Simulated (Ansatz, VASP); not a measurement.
# ZrC: VASP beside Ansatz

Wanted: the spread between two codes on one cell, functional and k mesh. The cell is taken from a series of runs on this material, whose earlier steps may have relaxed, scaled, displaced or heated it; both programs get it as it stands.

Program: Ansatz 0.2.0. Level of theory: plane waves, with VASP 6.6.1 beside it; relaxation of cell and atoms at PBE with D4. Results are calculated unless marked as measured.

**1. The starting structure**

The structure is cubic, space group Fm-3m (No. 225). The conventional cell has a = 4.700 Å, b = 4.700 Å, c = 4.700 Å, α = 90.00°, β = 90.00°, γ = 90.00°. Nearest to Zr lie 6 C at 2.35 Å. Nearest to C lie 6 Zr at 2.35 Å. Farther neighbours are not listed.

Structure file:

```xyz
2
Lattice="0.0000 2.3502 2.3502 2.3502 0.0000 2.3502 2.3502 2.3502 0.0000" Properties=species:S:1:pos:R:3 pbc="T T T"
Zr    2.3502    2.3502    2.3502
C     0.0000    0.0000    0.0000
```

**2. VASP: relaxation of cell and atoms, PBE with D4**

The relaxed volume is the usual yardstick between codes: in a stiff, nearly cubic crystal its relative difference is about their pressure difference at one cell divided by the bulk modulus.

Lines of VASP's logs that name or quote its potential files are left out, and so is its time.

The input, INCAR:

```
SYSTEM = ZrC
PREC = Accurate
ENCUT = 600
EDIFF = 1E-07
NELM = 120
ISMEAR = -1
SIGMA = 0.05
LREAL = .FALSE.
ALGO = Normal
GGA = PE
IVDW = 13
NBANDS = 14
LASPH = .TRUE.
LORBIT = 11
LWAVE = .FALSE.
LCHARG = .FALSE.
ISIF = 3
IBRION = 2
NSW = 80
EDIFFG = -0.005
GGA_COMPAT = .FALSE.
NELMIN = 4
```

The input, POSCAR:

```
ZrC
1.0
    0.0000000000      2.3502110000      2.3502110000
    2.3502110000      0.0000000000      2.3502110000
    2.3502110000      2.3502110000      0.0000000000
Zr C
1 1
Direct
    0.5000000000      0.5000000000      0.5000000000
    0.0000000000      0.0000000000      0.0000000000
```

The input, KPOINTS:

```
Automatic mesh
0
Gamma
12 12 12
0 0 0
```

Potentials, in the order of the species: Zr_sv and C (PBE family, release 64).

Run with:

```bash
$ mpirun -np 1 vasp_std
```

Numbers of over 12 decimals in the logs are rounded to 6 here.

The log of the run:

```text
[banner, memory and clock lines left out]
running    1 mpi-ranks, on    1 nodes
 distrk:  each k-point on    1 cores,    1 groups
 distr:  one band on    1 cores,    1 groups

 POSCAR found type information on POSCAR ZrC
 POSCAR found :  2 types and       2 ions
 LDA part: xc-table for (Slater+PW92), standard interpolation
 POSCAR, INCAR and KPOINTS ok, starting setup
 FFT: planning ... GRIDC
 FFT: planning ... GRID_SOFT
 FFT: planning ... GRID
 WAVECAR not read
 entering main loop
       N       E                     dE             d eps       ncg     rms          rms(c)
DAV:   1     0.111409007279E+03    0.11141E+03   -0.93411E+03  2016   0.128E+03
DAV:   2    -0.159481288554E+02   -0.12736E+03   -0.11959E+03  2544   0.322E+02
DAV:   3    -0.228082968255E+02   -0.68602E+01   -0.68147E+01  3410   0.635E+01
DAV:   4    -0.229300940870E+02   -0.12180E+00   -0.12172E+00  2350   0.595E+00
DAV:   5    -0.229316111815E+02   -0.15171E-02   -0.15170E-02  2804   0.562E-01    0.204E+01
DAV:   6    -0.195989075214E+02    0.33327E+01   -0.80185E+00  2400   0.244E+01    0.717E+00
DAV:   7    -0.194783234309E+02    0.12058E+00   -0.52328E-01  2300   0.613E+00    0.618E+00
DAV:   8    -0.194917550299E+02   -0.13432E-01   -0.29864E-01  2352   0.457E+00    0.468E+00
DAV:   9    -0.194621204690E+02    0.29635E-01   -0.71841E-02  2238   0.204E+00    0.281E-01
DAV:  10    -0.194627522594E+02   -0.63179E-03   -0.38343E-03  2558   0.577E-01    0.525E-01
DAV:  11    -0.194624229230E+02    0.32934E-03   -0.11298E-03  2250   0.287E-01    0.583E-02
DAV:  12    -0.194624185374E+02    0.43857E-05   -0.17684E-05  2592   0.330E-02    0.128E-02
DAV:  13    -0.194624174470E+02    0.10903E-05   -0.14781E-06  2466   0.862E-03    0.339E-03
DAV:  14    -0.194624173854E+02    0.61598E-07   -0.59942E-08  1428   0.190E-03
   1 F= -.19959494E+02 E0= -.19957986E+02  d E =-.199595E+02
 curvature:   0.00 expect dE= 0.000E+00 dE for cont linesearch  0.000E+00
 trial: gam= 0.00000 g(F)=  0.398E-59 g(S)=  0.728E-02 ort = 0.000E+00 (trialstep = 0.100E+01)
 search vector abs. value=  0.728E-02
 bond charge predicted
       N       E                     dE             d eps       ncg     rms          rms(c)
DAV:   1    -0.194984417822E+02   -0.36024E-01   -0.16890E+00  2232   0.134E+01    0.297E+00
DAV:   2    -0.194535597611E+02    0.44882E-01   -0.97875E-02  2310   0.361E+00    0.842E-01
DAV:   3    -0.194451256284E+02    0.84341E-02   -0.43847E-02  3004   0.154E+00    0.259E-01
DAV:   4    -0.194461712590E+02   -0.10456E-02   -0.16716E-03  3298   0.295E-01    0.245E-01
DAV:   5    -0.194471579025E+02   -0.98664E-03   -0.73436E-04  3254   0.160E-01    0.327E-02
DAV:   6    -0.194472721542E+02   -0.11425E-03   -0.26319E-04  3370   0.107E-01    0.201E-02
DAV:   7    -0.194472775667E+02   -0.54125E-05   -0.63288E-06  2130   0.289E-02    0.316E-03
DAV:   8    -0.194472780104E+02   -0.44373E-06   -0.21648E-07  2476   0.480E-03    0.133E-03
DAV:   9    -0.194472779691E+02    0.41314E-07   -0.18667E-08  1182   0.147E-03
   2 F= -.19957126E+02 E0= -.19955565E+02  d E =0.236754E-02
 trial-energy change:    0.002368  1 .order    0.002461   -0.007285    0.012207
 step:   0.3805(harm=  0.3737)  dis= 0.00000  next Energy=   -19.960885 (dE=-0.139E-02)
 bond charge predicted
       N       E                     dE             d eps       ncg     rms          rms(c)
DAV:   1    -0.194782674310E+02   -0.30989E-01   -0.64352E-01  2196   0.831E+00    0.182E+00
DAV:   2    -0.194616359262E+02    0.16632E-01   -0.40947E-02  2364   0.232E+00    0.522E-01
DAV:   3    -0.194582784131E+02    0.33575E-02   -0.15427E-02  2966   0.911E-01    0.135E-01
DAV:   4    -0.194586333711E+02   -0.35496E-03   -0.82689E-04  3326   0.211E-01    0.152E-01
DAV:   5    -0.194589460803E+02   -0.31271E-03   -0.18078E-04  3280   0.840E-02    0.370E-02
DAV:   6    -0.194590132085E+02   -0.67128E-04   -0.16251E-04  3190   0.776E-02    0.127E-02
DAV:   7    -0.194590132500E+02   -0.41421E-07   -0.33724E-06  2130   0.182E-02    0.289E-03
DAV:   8    -0.194590127801E+02    0.46984E-06   -0.36507E-07  2866   0.474E-03    0.653E-04
DAV:   9    -0.194590128094E+02   -0.29320E-07   -0.72528E-09  1158   0.882E-04
   3 F= -.19960893E+02 E0= -.19959364E+02  d E =-.139896E-02
 curvature:  -0.19 expect dE=-0.110E-08 dE for cont linesearch -0.110E-08
 trial: gam= 0.00000 g(F)=  0.613E-59 g(S)=  0.589E-08 ort =-0.655E-05 (trialstep = 0.876E+00)
 search vector abs. value=  0.599E-08
 reached required accuracy - stopping structural energy minimisation
```

From OUTCAR (step 2):

```text
ion  position               nearest neighbor table
   1  0.500  0.500  0.500-   2 2.35   2 2.35   2 2.35   2 2.35   2 2.35   2 2.35
   2  0.000  0.000  0.000-   1 2.35   1 2.35   1 2.35   1 2.35   1 2.35   1 2.35

  LATTYP: Found a face centered cubic cell.
 ALAT       =     4.7004220000

 Subroutine GETGRP returns: Found 48 space group operations
 (whereof 48 operations were pure point group operations)

The static configuration has the point symmetry O_h .

 Found     72 irreducible k-points:

   k-points           NKPTS =     72   k-points in BZ     NKDIM =     72   number of bands    NBANDS=     14

   dimension x,y,z NGX =    28 NGY =   28 NGZ =   28
   dimension x,y,z NGXF=    56 NGYF=   56 NGZF=   56

   ENCUT  =  600.0 eV  44.10 Ry    6.64 a.u.   6.64  6.64  6.64*2*pi/ulx,y,z

   NELECT =      16.0000    total number of electrons

 k-points in reciprocal lattice and weights: Automatic mesh
   0.00000000  0.00000000  0.00000000       0.001
   0.08333333  0.00000000  0.00000000       0.005
   0.16666667  0.00000000  0.00000000       0.005
   0.25000000  0.00000000  0.00000000       0.005
   0.33333333  0.00000000  0.00000000       0.005
   0.41666667  0.00000000  0.00000000       0.005
   0.50000000  0.00000000  0.00000000       0.002
   0.08333333  0.08333333  0.00000000       0.003
   0.16666667  0.08333333  0.00000000       0.014
[...]
-0.33333333  0.50000000  0.16666667       0.007
  -0.25000000  0.50000000  0.25000000       0.003

 average (electrostatic) potential at core
       1 -73.1218       2 -43.9411

 E-fermi :   9.7630

 k-point     1 :       0.0000    0.0000    0.0000
  band No.  band energies     occupation
      1     -38.3595      2.00000
      2     -16.0643      2.00000
      3     -16.0643      2.00000
      4     -16.0643      2.00000
      5      -1.6235      2.00000
      6      10.6514      0.00000
      7      10.6514      0.00000
      8      10.6514      0.00000
      9      10.8102      0.00000
     10      10.8102      0.00000
    ...

 k-point     2 :       0.0833    0.0000    0.0000
  band No.  band energies     occupation
    ...
      2     -16.1280      2.00000
      3     -16.0698      2.00000
      4     -16.0698      2.00000
      5      -1.4637      2.00000
      6       9.5966      1.93076
      7       9.8462      0.31838
      8       9.8462      0.31838
      9      11.1101      0.00000
     10      11.1101      0.00000
     11      11.5124      0.00000
    ...

 k-point     3 :       0.1667    0.0000    0.0000
  band No.  band energies     occupation
    ...
      4     -16.0848      2.00000
      5      -1.0131      2.00000
      6       8.2793      2.00000
      7       8.8118      2.00000
      8       8.8118      2.00000
      9      11.5863      0.00000
     10      11.5863      0.00000
     11      12.0174      0.00000
     12      14.9042      0.00000
     13      14.9042      0.00000
    ...

  DFT-D4 for vdW energy calculation

  Edisp (eV):   -0.50188

  Total       0.00029     0.00029     0.00029    -0.00000     0.00000    -0.00000
  in kB       0.01776     0.01776     0.01776    -0.00000     0.00000    -0.00000
  external pressure =        0.02 kB  Pullay stress =        0.00 kB

  energy-cutoff  :      600.00
  volume of cell :       25.74
      direct lattice vectors                 reciprocal lattice vectors
    -0.000000000  2.343366539  2.343366539    -0.213368242  0.213368242  0.213368242
     2.343366539  0.000000000  2.343366539     0.213368242 -0.213368242  0.213368242
     2.343366539  2.343366539 -0.000000000     0.213368242  0.213368242 -0.213368242

 POSITION                                       TOTAL-FORCE (eV/Angst)
 -----------------------------------------------------------------------------------
      2.34337      2.34337      2.34337        -0.000000      0.000000      0.000000
      0.00000      0.00000     -0.00000         0.000000     -0.000000     -0.000000
 -----------------------------------------------------------------------------------
    total drift:                                0.000000      0.000000      0.000000

  FREE ENERGIE OF THE ION-ELECTRON SYSTEM (eV)
  ---------------------------------------------------
  free  energy   TOTEN  =       -19.9608926168 eV

  energy  without entropy=      -19.9578352864  energy(sigma->0) =      -19.95936395

 reached required accuracy - stopping structural energy minimisation

 total charge
# of ion       s       p       d       tot
------------------------------------------
    1        2.177   6.046   1.638   9.860
    2        0.885   1.480   0.000   2.366
--------------------------------------------------
tot          3.062   7.526   1.638  12.226

[... 3 further parts left out ...]
```

CONTCAR:

```
ZrC
   1.00000000000000
    -0.0000000000000000    2.3433665393063894    2.3433665393063894
     2.3433665393063894    0.0000000000000000    2.3433665393063894
     2.3433665393063894    2.3433665393063894   -0.0000000000000000
  Zr              C
     1     1
Direct
     0.5000000000000000    0.5000000000000000    0.5000000000000000
     0.0000000000000000    0.0000000000000000    0.0000000000000000
```

Dispersion corrections of this kind ignore metallic screening and tend to overbind metals. The run keeps the 48 symmetry operations of its start, so it cannot find a distortion of lower symmetry.

**3. Ansatz: relaxation of cell and atoms, PBE with D4**

Ansatz runs on its default PAW (the set named soft_2) files.

The same cell, functional, mesh and smearing now go to Ansatz, which takes its cutoff from its data sets.

The input, input.yaml:

```yaml
crystal:
  lattice:
    - [0.0, 2.350211, 2.350211]
    - [2.350211, 0.0, 2.350211]
    - [2.350211, 2.350211, 0.0]
  atoms:
    - { symbol: Zr, position: [0.5, 0.5, 0.5] }
    - { symbol: C, position: [0.0, 0.0, 0.0] }
kpoints:
  mp_grid: { grid: [12, 12, 12] }
scf:
  occupations: { method: fermi_dirac, width: 0.05 }
hamiltonian:
  xc: pbe
  pseudopotentials: { kind: paw }
  dispersion: d4
relax:
  f_tol: 0.01
  max_steps: 60
  cell: { stress_tol: 0.02 }
output:
  forces: true
  stress: true
```

Run with:

```bash
$ ansatz run input.yaml --threads 4 --pin off --max-ram 8192MiB --backend cpu --events-out ev --progress --plain --runs-dir out
```

The log of the run:

```text
Engine: ansatz 0.2.0, aarch64-unknown-linux-gnu
Pseudopotentials: kind: paw
Pseudopotential: Zr, paw, valence charge 12, recommended cutoff 420 eV (normal), Zr.paw.azcp
Pseudopotential: C, paw, valence charge 4, recommended cutoff 420 eV (normal), C.paw.azcp
Functional definition: PBE
  parameter kappa = 0.804
  parameter beta = 0.066725
  exchange = pbe_x(kappa = kappa, mu = beta*pi^2/3)
  correlation = pbe_c(beta = beta)
Crystal: 2 atoms, lattice volume = 25.963 Å³
Basis set: ecut = 420 eV, 531 PW (Γ), exchange–correlation on 48×48×48 points (8 copies of the dense FFT grid, shifted against one another)
Bands: 12, of which v1, the nominal top of the filled ones, is band 8 counted from 1 (7 counted from 0)
Symmetry: 48 space group operations
Space group: Fm-3m (ITA 225), of the structure as read, at distance tolerance 3.0e-5 Å
k-points: 72 of 1728
Non-local potential: Zr, projectors of the file, l = 0: 3, l = 1: 2, l = 2: 2, l = 3: 2
Non-local potential: C, projectors of the file, l = 0: 2, l = 1: 2, l = 2: 1
PAW form: soft (Blöchl's): semilocal exchange-correlation on the pseudo side does not see the compensation charge
PAW one-centre angular grid: Zr, 590 points (default); XC on 64 Gauss nodes
PAW one-centre angular grid: C, 110 points (default); XC on 64 Gauss nodes
Initial density: superposition of atomic densities (neutral atoms: chi_scale 0, normalization atom), corrected by the library's trained network
Initial wavefunctions: pseudopotential atomic-orbital guess
Functional: x = pbe(κ = 0.804, μ = 0.219515), c = pbe(β = 0.066725)
SCF iter   1: F=—  HF=-4436.993477 eV  |F-HF|=—  |Δ(HF+E_count)|=         —  Δρ=1.42e-3  dr2=5.31e-4  ethr=1.77e-3  ⟨swp⟩=5.0  Hψ=4344  notcnv=0
preconditioner: auto → none  [metal: Δε(μ)=0.106 eV  Ē_g=18.009 eV  σ=0.050 eV  W_gap=0.41  n_scr=8 (ndim 8)  ℏωp=27.3 eV  f_vac=0.000  D(μ)=0.36/eV (n_scr^D=0)  sad-step TF]
SCF iter   2: F=—  HF=-4436.993050 eV  |F-HF|=—  |Δ(HF+E_count)|=   4.27e-4  Δρ=8.46e-4  dr2=2.12e-4  ethr=3.32e-6  ⟨swp⟩=2.4  Hψ=1901  notcnv=0
SCF iter   3: F=—  HF=-4436.993040 eV  |F-HF|=—  |Δ(HF+E_count)|=   1.03e-5  Δρ=2.81e-4  dr2=1.64e-5  ethr=1.32e-6  ⟨swp⟩=2.0  Hψ=1108  notcnv=0
SCF iter   4: F=—  HF=-4436.993033 eV  |F-HF|=—  |Δ(HF+E_count)|=   6.79e-6  Δρ=9.25e-5  dr2=1.64e-6  ethr=1.03e-7  ⟨swp⟩=2.2  Hψ=1401  notcnv=0
iter 5 did not close the SCF: its close was put off for the readings that it lacked (scf_convergence_deferred on its scf_iter line)
SCF iter   5: F=-4436.993032 eV  HF=-4436.993032 eV  |F-HF|=5.53e-9  |Δ(HF+E_count)|=   5.55e-7  Δρ=9.44e-6  dr2=9.74e-9  ethr=1.02e-8  ⟨swp⟩=2.0  Hψ=1431  notcnv=0
SCF iter   6: F=-4436.993032 eV  HF=-4436.993032 eV  |F-HF|=1.79e-9  |Δ(HF+E_count)|=   9.72e-9  Δρ=4.22e-6  dr2=2.63e-9  ethr=6.09e-11  ⟨swp⟩=2.0  Hψ=2740  notcnv=0
SCF 1 converged in 6 iterations: F = -4436.993032 eV  dr2 = 2.63e-9
  greatest PAW one-centre occupation: 0.996 electrons in one spin orbital (limit 2), on the Zr atom at site 0 (counted from 0), in its partial waves of l = 0
relax step   1: F+E_penalty+E_count = -4436.99303238 eV  Δ(F+E_penalty+E_count) = +0.000e0 eV  max|allowed force component| = 1.620e-29 eV/Å  Δτ_max = 0.0000 Å  P = -2.132 GPa  Ω = 25.963 Å³  (6 SCF iters, dr2 threshold 1.00e-7 eV, accepted)
[...]
relax step   2: F+E_penalty+E_count = -4436.99393941 eV  Δ(F+E_penalty+E_count) = -9.070e-4 eV  max|allowed force component| = 4.970e-29 eV/Å  Δτ_max = 0.0000 Å  P = +1.960 GPa  Ω = 25.504 Å³  energy of the carried Pulay correction = +5.740e-4 eV  (6 SCF iters, dr2 threshold 2.00e-7 eV, accepted)
[...]
relax step   3: F+E_penalty+E_count = -4436.99496794 eV  Δ(F+E_penalty+E_count) = -1.029e-3 eV  max|allowed force component| = 7.560e-30 eV/Å  Δτ_max = 0.0000 Å  P = -0.027 GPa  Ω = 25.722 Å³  energy of the carried Pulay correction = +3.004e-4 eV  (6 SCF iters, dr2 threshold 2.00e-7 eV, accepted)
[...]
relax step   4: F+E_penalty+E_count = -4436.99497190 eV  Δ(F+E_penalty+E_count) = -3.955e-6 eV  max|allowed force component| = 1.408e-29 eV/Å  Δτ_max = 0.0000 Å  P = -0.000 GPa  Ω = 25.719 Å³  energy of the carried Pulay correction = +3.041e-4 eV  (7 SCF iters, dr2 threshold 1.79e-9 eV, accepted)
[...]
relax step   5: F+E_penalty+E_count = -4436.99467734 eV  Δ(F+E_penalty+E_count) = +2.946e-4 eV  max|allowed force component| = 7.330e-30 eV/Å  Δτ_max = 0.0000 Å  P = -0.018 GPa  Ω = 25.719 Å³  stress off target by 1.78e-2 GPa  SCF on the basis re-selected at this cell (its energy is not comparable with the rows above)  (8 SCF iters)
basis re-selected at this cell: Δ(F+E_penalty+E_count) = +2.946e-4 eV, ΔP = -0.017 GPa vs the last step (what re-selecting the basis moved, of the pressure what is left beyond the Pulay correction that the steps carried, after the strain that the cell walked since its last selection, with what the two solves' SCF thresholds leave and, on support functions, any second-order correction that the steps lacked; it is no m [...]
SCF converged after 8 iterations
Free energy (F): -4436.994677 eV
Harris-Foulkes:  -4436.994677 eV  (|F-HF|=0.00e0)
Internal energy: -4436.991617 eV  (E = F + TS)
E sigma→0 (E₀):  -4436.993147 eV
Entropy (-TS):   -0.003060 eV (-1.530 meV/atom)
Fermi energy:    15.074087 eV
--- Per-component energies (eV) ---
  E_band       = -46.058616
  E_kinetic    = 423.251155
  E_local      = -589.886278  (includes V_loc(G=0)·N_el)
  E_nonlocal   = 104.457125
  E_hartree    = 177.338918
  E_xc         = -211.661704
  E_vxc        = -253.082383  (∫ρ·V_xc dr)
  E_paw        = -3052.051480  (= ΣΔE_a)
  E_vpaw       = -85.476103  (= ΣTr[D̂ρ^β])
  E_aug_tail   = 0.000033  (compensation charges beyond the density's cutoff)
  E_ewald      = -1287.936884
  E_disp       = -0.502501  (pairwise vdW)
  E_smearing   = -0.003060  (= −TS)
  E_closure    = 0.000000  (closes the sum)
  Σ components = -4436.994677   (vs F -4436.994677, Δ=0.00e0)
--- Forces (eV/Å), atoms counted from 1 ---
  atom   1  Zr     0.00000000    -0.00000000    -0.00000000
  atom   2  C     -0.00000000     0.00000000     0.00000000
  max |Σ_I F_I| component: 1.27e-29 eV/Å
--- Stress (GPa, compression-positive) ---
       -0.017804      -0.000000      -0.000000
       -0.000000      -0.017804       0.000000
       -0.000000      -0.000000      -0.017804
  P = ⅓ Tr σ = -0.0178 GPa (-0.178 kbar)
--- Relaxed structure (4 steps of the walk, 4 accepted, 1 SCFs on fresh bases) ---
  F+E_penalty+E_count = -4436.99467734 eV   max|allowed force component| = 7.330e-30 eV/Å   (the final SCF, on the basis selected at the relaxed cell)
  cell:  # Å, volume = 25.7189 Å³
    - [0, 2.342831, 2.342831]
    - [2.342831, 0, 2.342831]
    - [2.342831, 2.342831, 0]
  atoms:
    - { symbol: Zr, position: [0.5, 0.5, 0.5] }
    - { symbol: C, position: [0, 0, 0] }
```

**4. Comparison**

Known differences besides the potentials themselves: the cutoff is 420 eV in Ansatz and 600 eV in VASP; Ansatz adds a Pulay correction to the stress that steers its cell, VASP none. Total energies have different zeros and are not compared.

Both answers:

```csv
quantity,Ansatz,VASP,difference
volume (Å³),25.72,25.74,-0.07 %
"edge a after relaxation, in the typed setting (Å)",3.313,3.314,-0.02 %
```

**5. What came out**

```
difference in volume (relaxation of cell and atoms, PBE with D4) : -0.069 %
```

The difference in volume is -0.069 % (relaxation of cell and atoms, PBE with D4), within the 1.2 % picked in this series as the mark of a large difference, as far as the stopping tolerances let one tell. 1 further run of this series is not shown here. Such differences can come from data sets, numerical settings and the points named under the comparisons, not from the functional's error against experiment.

[Lines on the potential files, build, host, timing and source positions are cut from VASP's logs without a mark.]

[Logs are printed without paths, hosts, clocks, repeated set-up lines and the standing remarks that a program may print on its own settings, such as how far it seeks lower states.]

[Hosts, paths, dates, database ids (printed as entryN), source tags and the programs' standing remarks are cut or masked in the printed files.]
